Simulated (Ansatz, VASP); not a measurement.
# Ni (Ni(111)) in two plane-wave programs, part 2 of 2

Wanted: the spread between two codes on one cell, functional and k mesh. The cell is taken from a series of runs on this material, whose earlier steps may have relaxed, scaled, displaced or heated it; both programs get it as it stands.

VASP 6.6.1 and Ansatz 0.2.0.

So far: Set-up; Ansatz: relaxation of the atoms, PBE.

**3. VASP: relaxation of the atoms, PBE**

Level of this step: PBE, spin-polarised from a ferromagnetic start; plane waves and PAW (Ni) (VASP).

The same cell, functional, mesh and smearing now go to VASP, with its own data sets.

Lines of VASP's logs that name or quote its potential files are left out, and so is its time.

INCAR

```
SYSTEM = Ni
PREC = Accurate
ENCUT = 520
EDIFF = 1E-07
NELM = 200
ISMEAR = -1
SIGMA = 0.1
LREAL = .FALSE.
ALGO = Normal
GGA = PE
NBANDS = 49
ISPIN = 2
MAGMOM = 0.71 0.71 0.67 0.66 0.67 0.71 0.71
LASPH = .TRUE.
LMAXMIX = 4
LORBIT = 11
LWAVE = .FALSE.
LCHARG = .FALSE.
ISIF = 2
LDIPOL = .TRUE.
IDIPOL = 3
DIPOL = 0.5 0.5 0.5
LVHAR = .TRUE.
IBRION = 2
NSW = 80
EDIFFG = -0.01
GGA_COMPAT = .FALSE.
NELMIN = 4
NELMDL = -8
KPAR = 2
```

POSCAR

```
Ni
1.0
    2.4890158698      0.0000000000      0.0000000000
    1.2445079349      2.1555509736      0.0000000000
    0.0000000000      0.0000000000     30.1936376853
Ni
7
Direct
    0.0000000000      0.0000000000      0.2980760363
    0.3333333333      0.3333333333      0.3653840242
    0.6666666667      0.6666666667      0.4326920121
    0.0000000000      0.0000000000      0.5000000000
    0.3333333333      0.3333333333      0.5673079879
    0.6666666667      0.6666666667      0.6346159758
    0.0000000000      0.0000000000      0.7019239637
```

KPOINTS

```
Automatic mesh
0
Gamma
19 19 1
0 0 0
```

PAW data sets: Ni (PBE family, release 64).

Started as:

```bash
> mpirun -np 2 vasp_std
```

Numbers of over 12 decimals in the logs are rounded to 6 here.

The log of the run:

```text
[banner, memory and clock lines left out]
running    2 mpi-ranks, on    1 nodes
 distrk:  each k-point on    1 cores,    2 groups
 distr:  one band on    1 cores,    1 groups

 POSCAR found type information on POSCAR Ni
 POSCAR found :  1 types and       7 ions
 LDA part: xc-table for (Slater+PW92), standard interpolation
 POSCAR, INCAR and KPOINTS ok, starting setup
 FFT: planning ... GRIDC
 FFT: planning ... GRID_SOFT
 FFT: planning ... GRID
 WAVECAR not read
 entering main loop
       N       E                     dE             d eps       ncg     rms          rms(c)
DAV:   1     0.524430142966E+03    0.52443E+03   -0.31442E+04  7849   0.168E+03
DAV:   2     0.844172030198E+00   -0.52359E+03   -0.49721E+03  7848   0.352E+02
DAV:   3    -0.432661784749E+02   -0.44110E+02   -0.41068E+02  8483   0.140E+02
DAV:   4    -0.441085507123E+02   -0.84237E+00   -0.83986E+00  8607   0.213E+01
DAV:   5    -0.441279228097E+02   -0.19372E-01   -0.19372E-01 12030   0.207E+00
DAV:   6    -0.441280764509E+02   -0.15364E-03   -0.15364E-03 10442   0.212E-01
DAV:   7    -0.441280818840E+02   -0.54331E-05   -0.54332E-05 11808   0.332E-02
DAV:   8    -0.441280820018E+02   -0.11780E-06   -0.11792E-06  8268   0.480E-03    0.257E+01
DAV:   9    -0.500888183849E+02   -0.59607E+01   -0.10571E+02  8926   0.148E+02    0.398E+01
DAV:  10    -0.567014637091E+02   -0.66126E+01   -0.11088E+02  9203   0.163E+02    0.393E+01
DAV:  11    -0.424384251809E+02    0.14263E+02   -0.30102E+01 12116   0.676E+01    0.254E+01
DAV:  12    -0.391185127336E+02    0.33199E+01   -0.10329E+01  9273   0.709E+01    0.247E+01
DAV:  13    -0.416491130610E+02   -0.25306E+01   -0.20751E+01  9477   0.840E+01    0.317E+01
DAV:  14    -0.371034314875E+02    0.45457E+01   -0.10060E+01  9190   0.593E+01    0.835E+00
[...]
DAV:  40    -0.372053258684E+02   -0.23144E-04   -0.21131E-06  7724   0.181E-02    0.157E-02
DAV:  41    -0.372053374032E+02   -0.11535E-04   -0.16664E-06  5867   0.156E-02    0.443E-03
DAV:  42    -0.372053383467E+02   -0.94346E-06   -0.32266E-07  5634   0.488E-03    0.239E-03
DAV:  43    -0.372053397292E+02   -0.13825E-05   -0.94670E-08  5279   0.351E-03    0.151E-03
DAV:  44    -0.372053410462E+02   -0.13170E-05   -0.34222E-08  5140   0.177E-03    0.956E-04
DAV:  45    -0.372053418278E+02   -0.78168E-06   -0.18288E-08  5070   0.120E-03    0.892E-04
DAV:  46    -0.372053420018E+02   -0.17399E-06   -0.25309E-08  5039   0.181E-03    0.112E-03
DAV:  47    -0.372053419452E+02    0.56659E-07   -0.71611E-09  4819   0.109E-03
   1 F= -.37205342E+02 E0= -.37004594E+02  d E =-.372053E+02  mag=     4.4387
[...]
6 F= -.37209159E+02 E0= -.37008971E+02  d E =-.391462E-03  mag=     4.4405
[...]
7 F= -.37209204E+02 E0= -.37009047E+02  d E =-.459182E-04  mag=     4.4404
[...]
8 F= -.37209335E+02 E0= -.37009275E+02  d E =-.176625E-03  mag=     4.4395
[...]
9 F= -.37209416E+02 E0= -.37009548E+02  d E =-.257851E-03  mag=     4.4381
[...]
10 F= -.37209446E+02 E0= -.37009606E+02  d E =-.295721E-04  mag=     4.4378
 trial-energy change:   -0.000030  1 .order   -0.000039   -0.000052   -0.000025
 step:   1.6880(harm=  1.6880)  dis= 0.00324  next Energy=   -37.209467 (dE=-0.502E-04)
 bond charge predicted
       N       E                     dE             d eps       ncg     rms          rms(c)
DAV:   1    -0.372094312204E+02    0.14693E-04   -0.26167E-02  7870   0.698E-01    0.502E-02
DAV:   2    -0.372106731717E+02   -0.12420E-02   -0.61939E-03 10573   0.930E-01    0.681E-01
DAV:   3    -0.372094573229E+02    0.12158E-02   -0.58937E-03  9535   0.898E-01    0.578E-02
DAV:   4    -0.372095057980E+02   -0.48475E-04   -0.33142E-04 11359   0.290E-01    0.121E-01
DAV:   5    -0.372094589688E+02    0.46829E-04   -0.16026E-04  8842   0.224E-01    0.160E-02
DAV:   6    -0.372094601443E+02   -0.11755E-05   -0.20174E-05 10718   0.728E-02    0.312E-02
DAV:   7    -0.372094548290E+02    0.53152E-05   -0.15622E-05  8725   0.752E-02    0.667E-03
DAV:   8    -0.372094521788E+02    0.26502E-05   -0.23146E-06 11227   0.168E-02    0.507E-03
DAV:   9    -0.372094515502E+02    0.62862E-06   -0.25121E-07  5065   0.745E-03    0.212E-03
DAV:  10    -0.372094509105E+02    0.63971E-06   -0.66592E-08  5063   0.343E-03    0.111E-03
DAV:  11    -0.372094509595E+02   -0.49051E-07   -0.46586E-08  5028   0.243E-03
  11 F= -.37209451E+02 E0= -.37009637E+02  d E =-.345390E-04  mag=     4.4375
 curvature:  -2.74 expect dE=-0.113E-04 dE for cont linesearch -0.150E-09
 trial: gam=-0.06173 g(F)=  0.411E-05 g(S)=  0.000E+00 ort = 0.103E-06 (trialstep = 0.104E+01)
 search vector abs. value=  0.484E-05
 reached required accuracy - stopping structural energy minimisation
```

Parts of OUTCAR (step 3):

```text
ion  position               nearest neighbor table
   1  0.000  0.000  0.298-   2 2.49   2 2.49   2 2.49
   2  0.333  0.333  0.365-   3 2.49   1 2.49   3 2.49   1 2.49   1 2.49   3 2.49
   3  0.667  0.667  0.433-   2 2.49   2 2.49   4 2.49   4 2.49   4 2.49   2 2.49
   4  0.000  0.000  0.500-   3 2.49   5 2.49   3 2.49   5 2.49   3 2.49   5 2.49
   5  0.333  0.333  0.567-   6 2.49   4 2.49   6 2.49   4 2.49   4 2.49   6 2.49
   6  0.667  0.667  0.635-   5 2.49   7 2.49   5 2.49   7 2.49   7 2.49   5 2.49
   7  0.000  0.000  0.702-   6 2.49   6 2.49   6 2.49

  LATTYP: Found a hexagonal cell.
 ALAT       =     2.4890158697
 C/A-ratio  =    12.1307533843

 Subroutine GETGRP returns: Found 12 space group operations
 (whereof 12 operations were pure point group operations)

The static configuration has the point symmetry D_3d.

 Found     40 irreducible k-points:

   k-points           NKPTS =     40   k-points in BZ     NKDIM =     40   number of bands    NBANDS=     49

   dimension x,y,z NGX =    20 NGY =   20 NGZ =  240
   dimension x,y,z NGXF=    40 NGYF=   40 NGZF=  480

   ENCUT  =  520.0 eV  38.22 Ry    6.18 a.u.   4.63  4.63 56.14*2*pi/ulx,y,z

   NELECT =      70.0000    total number of electrons

 k-points in reciprocal lattice and weights: Automatic mesh
   0.00000000  0.00000000  0.00000000       0.003
   0.05263158  0.00000000  0.00000000       0.017
   0.10526316  0.00000000  0.00000000       0.017
   0.15789474 -0.00000000  0.00000000       0.017
   0.21052632  0.00000000  0.00000000       0.017
   0.26315789  0.00000000  0.00000000       0.017
   0.31578947  0.00000000  0.00000000       0.017
   0.36842105 -0.00000000  0.00000000       0.017
   0.42105263  0.00000000  0.00000000       0.017
[...]
-0.36842105  0.26315789  0.00000000       0.017
  -0.36842105  0.31578947  0.00000000       0.017

 dipolmoment           0.000000      0.000000      0.000000 electrons x Angstroem

 average (electrostatic) potential at core
       1 -89.3757       2 -89.6161       3 -89.5898       4 -89.5739       5 -89.5898
       6 -89.6161       7 -89.3757

 E-fermi :   1.7830

 spin component 1
 k-point     1 :       0.0000    0.0000    0.0000
  band No.  band energies     occupation
    ...
     38       1.1091      0.99882
     39       1.1091      0.99882
     40       1.1824      0.99754
     41       1.1824      0.99754
     42       1.5946      0.86808
     43       1.9425      0.16879
     44       6.4448      0.00000
     45       6.6055      0.00000
     46       7.2429      0.00000
     47       8.2255      0.00000
    ...

 k-point     2 :       0.0526    0.0000    0.0000
  band No.  band energies     occupation
    ...
     37       0.9031      0.99985
     38       0.9522      0.99975
     39       1.1106      0.99880
     40       1.1852      0.99747
     41       1.2336      0.99590
     42       1.9651      0.13937
     43       2.3503      0.00343
     44       6.5295      0.00000
     45       6.6943      0.00000
     46       7.3227      0.00000
    ...

 k-point     3 :       0.1053    0.0000    0.0000
  band No.  band energies     occupation
    ...
     37       0.9569      0.99974
     38       1.0709      0.99919
     39       1.1148      0.99875
     40       1.1930      0.99727
     41       1.6722      0.75185
     42       2.5743      0.00037
     43       3.0912      0.00000
     44       6.7814      0.00000
     45       6.9604      0.00000
     46       7.5597      0.00000
    ...

 k-point     4 :       0.1579   -0.0000    0.0000
  band No.  band energies     occupation
    ...
     36       0.8346      0.99992
     37       0.9618      0.99973
     38       1.1203      0.99868
     39       1.2042      0.99695
     40       1.3663      0.98474
     41       2.1781      0.01888
     42       3.2628      0.00000
     43       3.9568      0.00000
     44       7.1921      0.00000
     45       7.4035      0.00000
    ...

 k-point     5 :       0.2105    0.0000    0.0000
  band No.  band energies     occupation
    ...
     36       0.9659      0.99972
     37       1.0041      0.99959
     38       1.1256      0.99861
     39       1.2167      0.99654
     40       1.7087      0.67776
     41       2.7310      0.00008
     42       4.0112      0.00000
     43       4.9142      0.00000
     44       7.7448      0.00000
     45       8.0223      0.00000
    ...

 k-point     6 :       0.2632    0.0000    0.0000
  band No.  band energies     occupation
    ...
     35       0.8395      0.99992
     36       0.9751      0.99969
     37       1.1305      0.99854
     38       1.2077      0.99684
     39       1.2284      0.99611
     40       2.1046      0.03857
     41       3.3410      0.00000
     42       4.8129      0.00000
     43       5.9505      0.00000
     44       8.4085      0.00000
    ...

  Total       -1.3788957     -1.3788957      0.0293858      0.0000000      0.0000000      0.0000000
  in kB      -13.6376831    -13.6376831      0.2906347      0.0000000      0.0000000      0.0000000
  external PRESSURE =      -8.9949105 kB  Pullay stress =       0.0000000 kB

  energy-cutoff  :      520.00
  volume of cell :      161.99
      direct lattice vectors                 reciprocal lattice vectors
     2.489015870  0.000000000  0.000000000     0.401765217 -0.231959256  0.000000000
     1.244507935  2.155550974  0.000000000     0.000000000  0.463918512  0.000000000
     0.000000000  0.000000000 30.193637685     0.000000000  0.000000000  0.033119560

 POSITION                                       TOTAL-FORCE (eV/Angst)
 -----------------------------------------------------------------------------------
      0.00000      0.00000      9.02907        -0.000000     -0.000000     -0.004856
      1.24451      0.71852     11.03325        -0.000000     -0.000000      0.000635
      2.48902      1.43703     13.06326        -0.000000      0.000000      0.004316
      0.00000      0.00000     15.09682         0.000000     -0.000000      0.000000
      1.24451      0.71852     17.13038         0.000000     -0.000000     -0.004316
      2.48902      1.43703     19.16039         0.000000      0.000000     -0.000635
      0.00000      0.00000     21.16456         0.000000     -0.000000      0.004856
 -----------------------------------------------------------------------------------
    total drift:                                0.000000     -0.000000      0.000000

  FREE ENERGIE OF THE ION-ELECTRON SYSTEM (eV)
  ---------------------------------------------------
  free  energy   TOTEN  =       -37.2094509595 eV

  energy  without entropy=      -36.8098237325  energy(sigma->0) =      -37.00963735

 reached required accuracy - stopping structural energy minimisation

 vacuum level on the upper side and lower side of the slab         6.820         6.820

 total charge
# of ion       s       p       d       tot
------------------------------------------
    1        0.491   0.385   8.307   9.183
    2        0.495   0.499   8.317   9.311
    3        0.497   0.495   8.315   9.307
    4        0.496   0.495   8.315   9.306
    5        0.497   0.495   8.315   9.307
    6        0.495   0.499   8.317   9.311
    7        0.491   0.385   8.307   9.183
--------------------------------------------------
tot          3.462   3.254  58.192  64.909

 magnetization (x)
# of ion       s       p       d       tot
------------------------------------------
    1       -0.005  -0.023   0.699   0.670
    2       -0.007  -0.026   0.696   0.664
    3       -0.006  -0.025   0.655   0.624
    4       -0.007  -0.025   0.647   0.616
    5       -0.006  -0.025   0.655   0.624
    6       -0.007  -0.026   0.696   0.664
    7       -0.005  -0.023   0.699   0.670
--------------------------------------------------
tot         -0.043  -0.171   4.747   4.532

[... 6 further parts left out ...]
```

The magnetic state follows from one typed start and may not be the lowest. The run keeps the 12 symmetry operations of its start, so it cannot find a distortion of lower symmetry.

**4. Comparison**

Known differences besides the potentials themselves: VASP starts from the moments at which Ansatz ended; the data sets hold 126 valence electrons in Ansatz (on its default PAW (the set named soft_2) files) and 70 in VASP; the cutoff is 420 eV in Ansatz and 520 eV in VASP; site moments are counted in spheres of each program's own size. Total energies have different zeros and are not compared.

Compared:

```
                                         quantity  Ansatz    VASP  difference
                                      volume (Å³)  161.99  161.99     +0.00 %
edge a after relaxation, in the typed setting (Å)   2.489   2.489     +0.00 %
edge c after relaxation, in the typed setting (Å)  30.194  30.194     +0.00 %
                                total moment (μB)    4.55    4.44       +0.11
                               moment on Ni1 (μB)    0.71    0.67       +0.04
                               moment on Ni7 (μB)    0.71    0.67       +0.04
                               moment on Ni6 (μB)    0.71    0.66       +0.04
                               moment on Ni2 (μB)    0.71    0.66       +0.04
                               moment on Ni5 (μB)    0.67    0.62       +0.04
                               moment on Ni3 (μB)    0.67    0.62       +0.04
                               moment on Ni4 (μB)    0.66    0.62       +0.04
```

With vacuum in the cell, a pressure given here is an average over mostly empty space and none of the material.

**5. Summary of results**

| Quantity | Value |
| --- | --- |
| difference in total moment (relaxation of the atoms, PBE) | 0.11 μB |

What this shows: The difference in total moment is 0.11 μB (relaxation of the atoms, PBE). The data sets hold unlike numbers of valence electrons (126 in Ansatz and 70 in VASP), so part of the differences comes from the potentials. How closely two codes agree says nothing of how well the functional describes the real material.

[Lines on the potential files, build, host, timing and source positions are cut from VASP's logs without a mark.]

[Logs are printed without paths, hosts, clocks, repeated set-up lines and the standing remarks that a program may print on its own settings, such as how far it seeks lower states.]

[Hosts, paths, dates, database ids (printed as entryN), source tags and the programs' standing remarks are cut or masked in the printed files.]
